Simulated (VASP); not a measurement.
All values below come from LDA (Ceperley-Alder, Perdew-Zunger), VASP's LDA PAW potentials (set 64) (plane waves; VASP 6.6.1).

VASP input:

### INCAR
```
! general
SYSTEM  = CdF2
PREC    = Accurate
ENCUT   = 520
LREAL   = F
LASPH   = T
ICHARG  = 11

! electronic loop
EDIFF   = 1E-7
NELM    = 100
ALGO    = Normal
LMAXMIX = 4

! smearing
ISMEAR  = 0
SIGMA   = 0.05

! output
LWAVE   = F
LCHARG  = F
LORBIT  = 11
```

KPOINTS:
```
k-points along high-symmetry lines
15
Line-mode
Reciprocal
  0.000000   0.000000   0.000000 ! GAMMA
  0.500000   0.000000   0.500000 ! X

  0.500000   0.000000   0.500000 ! X
  0.625000   0.250000   0.625000 ! U

  0.375000   0.375000   0.750000 ! K
  0.000000   0.000000   0.000000 ! GAMMA

  0.000000   0.000000   0.000000 ! GAMMA
  0.500000   0.500000   0.500000 ! L

  0.500000   0.500000   0.500000 ! L
  0.500000   0.250000   0.750000 ! W

  0.500000   0.250000   0.750000 ! W
  0.500000   0.000000   0.500000 ! X
```

**POSCAR**
```
CdF2
1
    0.0000000000     2.6577377019     2.6577377019
    2.6577377019     0.0000000000     2.6577377019
    2.6577377019     2.6577377019     0.0000000000
Cd F
1 2
Direct
  0.0000000000   0.0000000000   0.0000000000
  0.2500000000   0.2500000000   0.2500000000
  0.7500000000   0.7500000000   0.7500000000
```

POTCAR, in this order: Cd F (LDA.64 set). Program: vasp_std. Read from the step before: CHGCAR.

The resulting files:

File OSZICAR:
```
       N       E                     dE             d eps       ncg     rms          rms(c)
DAV:   1     0.199969419052E+03    0.19997E+03   -0.15798E+04  3140   0.156E+03
DAV:   2    -0.403010250436E+01   -0.20400E+03   -0.19883E+03  3604   0.386E+02
DAV:   3    -0.121269512815E+02   -0.80968E+01   -0.80812E+01  3260   0.856E+01
DAV:   4    -0.121682293865E+02   -0.41278E-01   -0.41272E-01  3487   0.600E+00
DAV:   5    -0.121683731467E+02   -0.14376E-03   -0.14376E-03  3276   0.318E-01
DAV:   6    -0.121683738689E+02   -0.72221E-06   -0.72228E-06  3515   0.222E-02
DAV:   7    -0.121683738728E+02   -0.39404E-08   -0.39721E-08  2560   0.157E-03
   1 F= -.12168374E+02 E0= -.12168374E+02  d E =-.210654E-10
```

OUTCAR:
```
 val. band max:       -1.3342388588   @ k =   0.5000   0.2500   0.7500

 cond. band min:       1.6049303464   @ k =   0.0000   0.0000   0.0000



 k-point     1 :       0.0000    0.0000    0.0000
  band No.  band energies     occupation
      1     -22.0262      2.00000
      2     -20.7168      2.00000
      3      -7.1311      2.00000
      4      -7.1311      2.00000
      5      -7.1311      2.00000
      6      -5.6609      2.00000
      7      -5.6609      2.00000
      8      -2.4521      2.00000
      9      -2.4521      2.00000
     10      -2.4521      2.00000
     11      -1.7603      2.00000
     12      -1.7603      2.00000
     13      -1.7603      2.00000
     14       1.6049      0.00000
     15      11.1547      0.00000
     16      11.1547      0.00000
     17      11.1547      0.00000

 k-point     2 :       0.0357    0.0000    0.0357
  band No.  band energies     occupation
      1     -22.0197      2.00000
      2     -20.7228      2.00000
      3      -7.1233      2.00000
      4      -7.1233      2.00000
      5      -7.1102      2.00000
      6      -5.6691      2.00000
      7      -5.6592      2.00000
      8      -2.5131      2.00000
      9      -2.4675      2.00000
     10      -2.4675      2.00000
     11      -1.7636      2.00000
     12      -1.7636      2.00000
     13      -1.7615      2.00000
     14       1.6778      0.00000
     15      11.0596      0.00000
     16      11.1813      0.00000
     17      11.1813      0.00000

 k-point     3 :       0.0714    0.0000    0.0714
  band No.  band energies     occupation
      1     -22.0002      2.00000
      2     -20.7412      2.00000
      3      -7.0998      2.00000
      4      -7.0998      2.00000
      5      -7.0484      2.00000
      6      -5.6943      2.00000
      7      -5.6541      2.00000
      8      -2.6807      2.00000
      9      -2.5160      2.00000
     10      -2.5160      2.00000
     11      -1.7701      2.00000
     12      -1.7701      2.00000
...
```

The density is held fixed in this step, so its total energy and stress have no physical meaning.

The compound is CdF2 in the fluorite structure. It was relaxed first.
